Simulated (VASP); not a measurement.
Input:

```
Au2S
1.0
    5.31037     0.00000     0.00000
    0.00000     5.31037     0.00000
    0.00000     0.00000     5.31037
S Au
2 4
Cartesian
  0.00000   0.00000   0.00000
  2.65518   2.65518   2.65518
  1.32759   1.32759   3.98278
  1.32759   3.98278   1.32759
  3.98278   3.98278   3.98278
  3.98278   1.32759   1.32759
```

All values below come from PBEsol GGA, VASP's PBE PAW potentials (set 64) (plane waves; VASP). Numerical set-up: 300 eV cut-off, 3×3×3 Γ-centred mesh, Gaussian smearing of 0.010 eV, potentials S Au.

At this cut-off the stress carries a Pulay error, which pulls relaxed volumes low.

**Question.** Give the stress tensor in GPa (positive for a compressed cell).

**Answer.** 
```
-3.51   0.00   0.00
 0.00  -3.51   0.00
 0.00   0.00  -3.51
```
The pressure is its mean diagonal, -3.51 GPa.

The structure comes from a computed database's Au2S entry (Pn-3m); how it stands against other phases isn't given here. The cell was not relaxed at this level.
